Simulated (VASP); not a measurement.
Computed with LDA (Ceperley-Alder, Perdew-Zunger), VASP's LDA PAW potentials (set 64) (plane waves; VASP 6.6.1).

Input for VASP

### KPOINTS
```
Automatic mesh
0
Gamma
9 9 9
0 0 0
```

POSCAR:
```
ZnS
2.6492610
  0.0000000000   1.0000000703   1.0000000703
  1.0000000703   0.0000000000   1.0000000703
  1.0000000703   1.0000000703   0.0000000000
Zn S
1 1
Cart
  0.0000000000   0.0000000000   0.0000000000
  0.5000000352   0.5000000352   0.5000000352
```

### INCAR
```
! general
SYSTEM   = ZnS
PREC     = Accurate
ENCUT    = 400
LREAL    = F
LASPH    = T

! electronic loop
EDIFF    = 1E-8
NELM     = 100
ALGO     = Normal
LMAXMIX  = 4

! smearing
ISMEAR   = 0
SIGMA    = 0.01

! output
LWAVE    = F
LCHARG   = F

! other
LEPSILON = T
```

POTCAR, in this order: Zn S (LDA.64 set). Program: vasp_std.

What VASP printed:

**OUTCAR**
```
 ion  position               nearest neighbor table
   1  0.000  0.000  0.000-   2 2.29   2 2.29   2 2.29   2 2.29
   2  0.250  0.250  0.250-   1 2.29   1 2.29   1 2.29   1 2.29
  LATTYP: Found a face centered cubic cell.
 ALAT       =     5.2985223726
 Subroutine PRICEL returns:
 Original cell was already a primitive cell.
 Subroutine GETGRP returns: Found 24 space group operations
The static configuration has the point symmetry T_d .
The dynamic configuration has the point symmetry T_d .
 Subroutine INISYM returns: Found 24 space group operations
 Subroutine IBZKPT returns following result:
 Found     35 irreducible k-points:

 Following reciprocal coordinates:
            Coordinates               Weight
  0.000000  0.000000  0.000000      1.000000
  0.111111  0.000000  0.000000      8.000000
  0.222222  0.000000  0.000000      8.000000
  0.333333  0.000000  0.000000      8.000000
  0.444444  0.000000  0.000000      8.000000
  0.111111  0.111111  0.000000      6.000000
  0.222222  0.111111  0.000000     24.000000
  0.333333  0.111111  0.000000     24.000000
  0.444444  0.111111  0.000000     24.000000
...
```

### OUTCAR
```


 HEAD OF MICROSCOPIC STATIC DIELECTRIC TENSOR (INDEPENDENT PARTICLE, excluding Hartree and local field effects)
 ------------------------------------------------------
           6.675902     0.000000    -0.000000
           0.000000     6.675902     0.000000
          -0.000000     0.000000     6.675902
 ------------------------------------------------------

 MACROSCOPIC STATIC DIELECTRIC TENSOR (including local field effects in DFT)
 ------------------------------------------------------
           6.179740     0.000000     0.000000
           0.000000     6.179740    -0.000000
           0.000000    -0.000000     6.179740
 ------------------------------------------------------

 PIEZOELECTRIC TENSOR (including local field effects)  for field in x, y, z        (e  Angst)
          XX          YY          ZZ          XY          YZ          ZX
  --------------------------------------------------------------------------------
  x     0.00000     0.00000    -0.00000     0.00000    -1.53686     0.00000
  y    -0.00000     0.00000     0.00000     0.00000     0.00000    -1.53686
  z    -0.00000    -0.00000     0.00000    -1.53686     0.00000     0.00000

 PIEZOELECTRIC TENSOR (including local field effects)  for field in x, y, z        (C/m^2)
          XX          YY          ZZ          XY          YZ          ZX
  --------------------------------------------------------------------------------
  x     0.00000     0.00000    -0.00000     0.00000    -0.66212     0.00000
  y    -0.00000     0.00000     0.00000     0.00000     0.00000    -0.66212
  z    -0.00000    -0.00000     0.00000    -0.66212     0.00000     0.00000

 BORN EFFECTIVE CHARGES (including local field effects) (in |e|, cummulative output)
 ---------------------------------------------------------------------------------
 ion    1
    1     1.91673     0.00000    -0.00000
    2     0.00000     1.91673     0.00000
    3     0.00000     0.00000     1.91673
 ion    2
    1    -1.91673     0.00000     0.00000
    2     0.00000    -1.91673     0.00000
    3    -0.00000    -0.00000    -1.91673
```
(Selected blocks of OUTCAR.)

The dielectric response may not be converged in the k-mesh; for small gaps it tends to come out too large.

The compound is ZnS in the zinc blende structure. It was relaxed first, which changed the volume by -6 %.
